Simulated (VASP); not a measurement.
An input for Quantum ESPRESSO's pw.x (written as the equivalent of a VASP run, and not itself run):

```
&CONTROL
  calculation = 'scf'
  pseudo_dir = './pseudo'
  outdir = './out'
  tprnfor = .true.
  tstress = .true.
/
&SYSTEM
  ibrav = 0
  nat = 2
  ntyp = 2
  ecutwfc = 60.3
  occupations = 'tetrahedra'
  input_dft = 'pbe'
/
&ELECTRONS
  conv_thr = 7.3e-09
  electron_maxstep = 100
/
ATOMIC_SPECIES
  Tl 204.380 Tl.upf
  Br 79.904 Br.upf
CELL_PARAMETERS angstrom
     0.0000000    3.7492068    3.7492068
     3.7492068    0.0000000    3.7492068
     3.7492068    3.7492068    0.0000000
ATOMIC_POSITIONS crystal
  Tl   0.0000000  0.0000000  0.0000000
  Br   0.2500000  0.2500000  0.2500000
K_POINTS automatic
  7 7 7 0 0 0
```

Task: Write the VASP files for the same calculation (PBE).

Result: This is not unique; one that fits is 
**INCAR**
```
# general
SYSTEM  = TlBr
PREC    = Accurate
ENCUT   = 400   # plane-wave cut-off (eV)
LREAL   = .FALSE.
LASPH   = .TRUE.   # aspherical one-centre terms

# electronic loop
EDIFF   = 1E-7
NELM    = 100   # most electronic steps
ALGO    = Normal   # blocked Davidson
LMAXMIX = 4   # l cut-off of mixed one-centre charges

# smearing
ISMEAR  = -5

# functional
GGA     = PE

# ions
ISIF    = 2

# output
LWAVE   = .FALSE.
LCHARG  = .TRUE.
LORBIT  = 11
NEDOS   = 601   # DOS grid
```

### KPOINTS
```
Automatic mesh
0
Gamma
7 7 7
0 0 0
```

**POSCAR**
```
TlBr
3.7492070
  0.0000000000   0.9999999353   0.9999999353
  0.9999999353   0.0000000000   0.9999999353
  0.9999999353   0.9999999353   0.0000000000
Tl Br
1 1
Cartesian
  0.0000000000   0.0000000000   0.0000000000
  0.4999999676   0.4999999676   0.4999999676
```

POTCAR, in this order: Tl_d Br (PBE.64 set). Program: vasp_std.

The two are equivalent in intent, not identical: the potentials are each code's own (VASP's PAW set, PseudoDojo norm-conserving files in pw.x), so ENCUT and ecutwfc are chosen apart and not converted; conv_thr bounds pw.x's estimated SCF error, while EDIFF bounds the energy change between steps.

The structure was generated: TlBr was put into the zinc blende type (F-43m), which need not be its known phase. It was relaxed first, which changed the volume by +84 %.
